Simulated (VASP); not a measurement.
The system is Sn2GeO3.

```
Sn Ge O
1.0
     4.38250    0.00000    0.00000
    -2.19125    3.79536    0.00000
     0.00000    0.00000    6.90826
Sn Ge O
2 1 3
Direct
  0.66667 0.33333 0.24834
  0.33333 0.66667 0.75166
  0.00000 0.00000 0.00000
  0.00000 0.00000 0.50000
  0.66667 0.33333 0.64932
  0.33333 0.66667 0.35068
```

The cell was built by a generator and needn't be a form met in nature.

| Quantity | Value |
| --- | --- |
| Program | VASP 6.6.1 |
| Task | relaxation of cell and atoms |
| Functional | PBE |
| Potentials or basis | VASP PAW PBE potentials, release 64 (Sn_d, Ge_d, O) |
| Cutoff | 520 eV |
| k mesh | 4 × 4 × 2 |
| Occupations | gaussian, width 0.15 eV |
| Spin | no spin polarisation |

At the start: pressure -15.4 GPa; volume 19.15 Å³/atom.

**Question.** How do energy, volume and symmetry change on relaxing?

**Answer.** Over 13 steps the energy falls by 768.1 meV/atom and the volume is 14.62 Å³/atom (-23.6 %); space group P-3m1 (No. 164, to 0.05 Å).

Step by step:
| step | energy change (eV) | largest force (eV/Å) | pressure (GPa) | volume (Å³) |
| --- | --- | --- | --- | --- |
| 1 | 0.0000 | 3.0593 | -15.43 | 114.91 |
| 2 | -3.1605 | 3.6525 | -4.00 | 86.87 |
| 3 | -3.4555 | 3.1540 | 9.52 | 77.93 |
| 4 | -3.9481 | 1.9890 | 20.74 | 77.01 |
| 5 | -4.0883 | 1.0218 | 15.53 | 77.29 |
| 6 | -4.5402 | 0.5718 | -4.68 | 91.96 |
| 7 | -4.5960 | 0.4709 | -0.96 | 87.80 |
| 8 | -4.5959 | 0.4829 | -0.25 | 87.58 |
| 9 | -4.6070 | 0.1345 | 0.58 | 87.70 |
| 10 | -4.6070 | 0.1232 | -0.20 | 87.70 |
| 11 | -4.6070 | 0.1294 | 0.44 | 87.70 |
| 12 | -4.6070 | 0.1273 | 0.03 | 87.70 |
| 13 | -4.6086 | 0.0394 | 0.14 | 87.74 |

Final structure:
```xyz
6
Lattice="4.1115 0.0000 0.0000 -2.0557 3.5607 0.0000 0.0000 0.0000 5.9933" Properties=species:S:1:pos:R:3 pbc="T T T"
Sn    2.0557    1.1869    1.9227
Sn    0.0000    2.3738    4.0706
Ge    0.0000    0.0000    5.9933
O     0.0000    0.0000    2.9967
O     2.0557    1.1869    4.0110
O     0.0000    2.3738    1.9823
```

Caveat: the k mesh is coarse (spacing up to 0.45 Å⁻¹), so the values aren't converged; the volume moved by over 15 % at a fixed basis, so the end points are rough.
